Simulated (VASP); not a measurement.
Here is the system:

```yaml
crystal:
  lattice:
    - [-1.79035, 1.79035, 1.79035]
    - [1.79035, -1.79035, 1.79035]
    - [1.79035, 1.79035, -1.79035]
  atoms:
    - { symbol: Li, position: [0.00000, 0.00000, 0.00000] }
```

Level of theory: PBE GGA, VASP's PBE PAW potentials (set 64) (plane waves; VASP). Settings: PREC = Normal, 500 eV cut-off, 8×8×8 Γ-centred mesh, Fermi-Dirac smearing of 0.10 eV, potentials Li_sv_GW.

Task: Give the stress tensor in GPa (positive for a compressed cell).

Result: 
```
-2.36   0.00   0.00
 0.00  -2.36   0.00
 0.00   0.00  -2.36
```
The pressure is its mean diagonal, -2.36 GPa.

The compound is Li in the bcc structure. This cell is one point of a volume scan, at 1.08 of the reference volume. The k-mesh is coarse (spacing up to 0.31 per Å, 2π included), so the numbers may not be converged in it.
